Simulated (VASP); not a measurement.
VASP ran on this input.

**INCAR**
```
SIGMA  =  0.02
LWAVE  =  .FALSE.
PREC  =  Accurate
SYSTEM  =  BiPbIO2
LASPH  =  .TRUE.   # aspherical one-centre terms
LCHARG  =  .FALSE.
ALGO  =  Normal   # blocked Davidson
ISIF  =  2   # forces and stress, cell fixed
GGA  =  PS   # PBEsol
LMAXMIX  =  4
LREAL  =  .FALSE.
EDIFF  =  1E-6   # SCF stop (eV)
ISMEAR  =  -1   # Fermi-Dirac
NELM  =  100   # most electronic steps
ENCUT  =  400
```

### POSCAR
```
BiPbIO2
14.1526160
 -0.1467038320   0.1467038320   0.5000000000
  0.1467038320  -0.1467038320   0.5000000000
  0.1467038320   0.1467038320  -0.5000000000
Bi Pb I O
1 1 1 2
Direct
  0.3342200000   0.3342200000   0.0000000000
  0.6595700000   0.6595700000   0.0000000000
  0.9933500000   0.9933500000   0.0000000000
  0.7564300000   0.2564300000   0.5000000000
  0.2564300000   0.7564300000   0.5000000000
```

### KPOINTS
```
Automatic mesh
0
Gamma
6 6 6
0 0 0
```

POTCAR, in this order: Bi_d Pb_d I O (PBE.64 set). Program: vasp_std.

Q: Write an equivalent input for Quantum ESPRESSO's pw.x.

A: One equivalent input (not run):
```
&CONTROL
  calculation = 'scf'
  pseudo_dir = './pseudo'
  outdir = './out'
  tprnfor = .true.
  tstress = .true.
/
&SYSTEM
  ibrav = 0
  nat = 5
  ntyp = 4
  ecutwfc = 84
  occupations = 'smearing'
  smearing = 'fermi-dirac'
  degauss = 0.00147
  input_dft = 'pbesol'
/
&ELECTRONS
  conv_thr = 7.3e-08
  electron_maxstep = 100
/
ATOMIC_SPECIES
  Bi 208.980 Bi.upf
  Pb 207.200 Pb.upf
  I 126.904 I.upf
  O 15.999 O.upf
CELL_PARAMETERS angstrom
    -2.0762430    2.0762430    7.0763080
     2.0762430   -2.0762430    7.0763080
     2.0762430    2.0762430   -7.0763080
ATOMIC_POSITIONS crystal
  Bi   0.3342200  0.3342200  0.0000000
  Pb   0.6595700  0.6595700  0.0000000
  I    0.9933500  0.9933500  0.0000000
  O    0.7564300  0.2564300  0.5000000
  O    0.2564300  0.7564300  0.5000000
K_POINTS automatic
  6 6 6 0 0 0
```
What does not carry over: the potentials are each code's own (VASP's PAW set, PseudoDojo norm-conserving files in pw.x), so ENCUT and ecutwfc are chosen apart and not converted; conv_thr bounds pw.x's estimated SCF error, while EDIFF bounds the energy change between steps.

The structure comes from a computed database's BiPbIO2 entry; how it stands against other phases isn't given here. The cell was not relaxed at this level.
